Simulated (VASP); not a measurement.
Data:

```yaml
crystal:
  lattice:
    - [-1.47586, 1.47586, 1.47586]
    - [1.47586, -1.47586, 1.47586]
    - [1.47586, 1.47586, -1.47586]
  atoms:
    - { symbol: V, position: [0.00000, 0.00000, 0.00000] }
```

All values below come from PBEsol GGA, VASP's PBE PAW potentials (set 64) (plane waves; VASP). Numerical set-up: 480 eV cut-off, 16×16×16 Γ-centred mesh, first-order Methfessel-Paxton smearing of 0.10 eV, potentials V_sv.

Problem. Give the stress tensor in GPa (positive for a compressed cell).

Solution. 
```
1.20  0.00  0.00
0.00  1.20  0.00
0.00  0.00  1.20
```
The pressure is its mean diagonal, 1.20 GPa.

The compound is V in the bcc structure. It was relaxed first, which changed the volume by -8 %. The run is not spin-polarised, so no magnetic state was tried.
